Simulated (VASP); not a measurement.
An input for Ansatz (written as the equivalent of a VASP run, and not itself run):

Ansatz 0.2 input:
```yaml
crystal:
  lattice:
    - [1.5529126, -2.6897234, 0.0000000]
    - [1.5529126, 2.6897234, 0.0000000]
    - [0.0000000, 0.0000000, 4.9732953]
  atoms:
    - { symbol: Al, position: [0.6666670, 0.3333330, 0.5000464] }
    - { symbol: Al, position: [0.3333330, 0.6666670, 0.0000464] }
    - { symbol: N, position: [0.6666670, 0.3333330, 0.8819536] }
    - { symbol: N, position: [0.3333330, 0.6666670, 0.3819536] }
kpoints:
  mp_grid: { grid: [9, 9, 5] }
hamiltonian:
  xc: pbe
  dispersion: d4
  pseudopotentials: { kind: paw }
scf:
  occupations: { method: tetrahedron }
  max_iter: 100
output: { forces: true, stress: true, eigenvalues: true }
```

### Question
Write the VASP files for the same calculation (PBE-D4).

### Answer
Several could match; the one computed here: 
**INCAR**
```
LEFG = .TRUE.
ALGO = Normal   # blocked Davidson
NELM = 100   # most electronic steps
IVDW = 13
PREC = Accurate
LWAVE = .FALSE.
ISMEAR = -5
LCHARG = .TRUE.
ISIF = 2   # forces and stress, cell fixed
LORBIT = 11
NEDOS = 601
GGA = PE   # PBE
EDIFF = 1E-7   # SCF stop (eV)
LREAL = .FALSE.
LASPH = .TRUE.   # aspherical one-centre terms
ENCUT = 520   # plane-wave cut-off (eV)
SYSTEM = AlN
```

KPOINTS:
```
Regular mesh
0
gamma
 9 9 5
0 0 0
```

**POSCAR**
```
AlN
3.1058250
  0.5000000183  -0.8660254336   0.0000000000
  0.5000000183   0.8660254336   0.0000000000
  0.0000000000   0.0000000000   1.6012799527
Al N
2 2
direct
  0.6666670000   0.3333330000   0.5000463799
  0.3333330000   0.6666670000   0.0000463799
  0.6666670000   0.3333330000   0.8819536201
  0.3333330000   0.6666670000   0.3819536201
```

POTCAR, in this order: Al N (PBE.64 set). Program: vasp_std.

Limits of the translation: each code has its own PAW files, so the cut-off isn't converted (ENCUT is set for VASP's; basis.ecutwfc is left out, and Ansatz then takes the one that its files recommend); Ansatz stops its SCF on the density residual and VASP on the energy change (EDIFF); the field gradients of LEFG aren't asked of the other code.

The compound is AlN in the wurtzite structure. It was relaxed first.
